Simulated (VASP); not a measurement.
**Mg6CrCu: band structure with revPBE+U**

Mg6CrCu:

```
CELL_PARAMETERS angstrom
4.90702 0.00000 0.00000
0.00000 3.06559 5.26560
0.00000 -3.06559 5.26560
ATOMIC_POSITIONS crystal
Cu 0.50000 0.83345 0.83345
Cr 0.50000 0.33289 0.33289
Mg 0.00000 0.17002 0.17002
Mg 0.00000 0.67069 0.67069
Mg 0.00000 0.66389 0.16213
Mg 0.00000 0.16213 0.66389
Mg 0.50000 0.83503 0.33190
Mg 0.50000 0.33190 0.83503
```

The cell comes from a database or a generator and needn't be the stable form of this composition.

```json
{
 "Program": "VASP 6.6.1",
 "Task": "band structure",
 "Functional": "revPBE",
 "Potentials or basis": "VASP PAW PBE potentials, release 54 (Cu, Cr, Mg)",
 "Cutoff": "500 eV",
 "k mesh": "6 × 5 × 5",
 "Occupations": "methfessel-paxton, width 0.2 eV",
 "Spin": "collinear spin, antiferromagnetic start",
 "Starting moments": "[0.6, -3.0, 0.0, 0.0, 0.0, 0.0, 0.0, 0.0] μB",
 "Hubbard terms": "Cr d U = 2 eV, Cu d U = 1 eV",
 "Further INCAR settings": "ALGO = Normal; EDIFF = 1.00e-06; ISYM = 0"
}
```

```yaml
Band_gap_along_the_path: none (metal or under the smearing width)
Net_moment: -4.59 μB per cell
```

Levels at the corners of the path, in eV from the Fermi level:
Spin up:
```tsv
point	band 8	band 9	band 10	band 11	band 12	band 13	band 14	band 15	band 16	band 17
Γ	-1.94	-1.71	-1.67	-1.40	-1.40	-1.24	-0.07	1.94	2.40	3.06
X	-2.73	-0.47	-0.27	0.09	0.10	0.14	0.92	0.93	1.07	1.54
S	-2.73	-2.35	-0.34	0.27	0.31	0.80	1.05	1.36	1.48	2.15
R	-2.70	-2.54	-1.88	-1.29	-1.23	-1.20	1.71	2.21	2.45	2.64
A	-2.69	-2.58	-2.57	-2.52	0.60	0.82	0.86	1.28	1.95	2.28
Z	-0.97	-0.90	-0.80	-0.66	-0.56	-0.32	-0.19	-0.07	0.14	0.22
Γ	-1.94	-1.71	-1.67	-1.40	-1.40	-1.24	-0.07	1.94	2.40	3.06
Y	-2.75	-2.45	-0.22	0.23	0.25	0.68	1.46	1.77	1.84	1.96
X1	-2.73	-0.47	-0.27	0.09	0.10	0.14	0.92	0.93	1.07	1.54
A1	-2.69	-2.58	-2.57	-2.52	0.60	0.82	0.86	1.28	1.95	2.28
T	-2.72	-2.58	-1.69	-1.49	-1.30	-1.25	2.12	2.41	2.45	2.57
Y	-2.75	-2.45	-0.22	0.23	0.25	0.68	1.46	1.77	1.84	1.96
Z	-0.97	-0.90	-0.80	-0.66	-0.56	-0.32	-0.19	-0.07	0.14	0.22
T	-2.72	-2.58	-1.69	-1.49	-1.30	-1.25	2.12	2.41	2.45	2.57
```
Spin down:
```
point  band 12  band 13  band 14  band 15  band 16  band 17  band 18  band 19  band 20
    Γ    -1.80    -1.77    -1.71    -1.37    -1.10    -0.79    -0.35     0.59     3.36
    X    -1.95    -1.90    -0.03     0.18     0.45     0.66     0.79     0.90     0.97
    S    -1.97    -1.93    -1.44     0.05     0.47     0.70     1.10     1.90     2.20
    R    -1.92    -1.75    -1.58    -1.42    -1.37    -0.72    -0.63     2.99     3.11
    A    -1.84    -1.76    -1.70    -1.62    -1.56     0.49     1.49     1.50     1.85
    Z    -1.78    -0.94    -0.84    -0.82    -0.78    -0.55    -0.46     0.37     0.74
    Γ    -1.80    -1.77    -1.71    -1.37    -1.10    -0.79    -0.35     0.59     3.34
    Y    -1.77    -1.73    -0.85    -0.05     0.55     0.62     1.56     1.65     1.85
   X1    -1.95    -1.90    -0.03     0.18     0.45     0.66     0.79     0.90     0.97
   A1    -1.84    -1.76    -1.70    -1.62    -1.56     0.49     1.49     1.50     1.85
    T    -1.78    -1.77    -1.75    -1.55    -1.49    -0.75    -0.29     2.82     3.08
    Y    -1.77    -1.73    -0.85    -0.05     0.55     0.62     1.56     1.65     1.85
    Z    -1.78    -0.94    -0.84    -0.82    -0.78    -0.55    -0.46     0.37     0.74
    T    -1.78    -1.77    -1.75    -1.55    -1.49    -0.75    -0.29     2.81     3.08
```

It took 8.4 min on 1 thread of Intel(R) Xeon(R) Platinum 8259CL CPU @ 2.50GHz (Skylake/Cascade Lake), on a shared host, peak memory 0.54 GiB.

Caveat: the log is that of the step along the path at fixed density, whose energy, stress, charges and moments have no meaning; the U is typed as a test and isn't derived for this compound. The state reached can hang on the start; a lower one may exist.
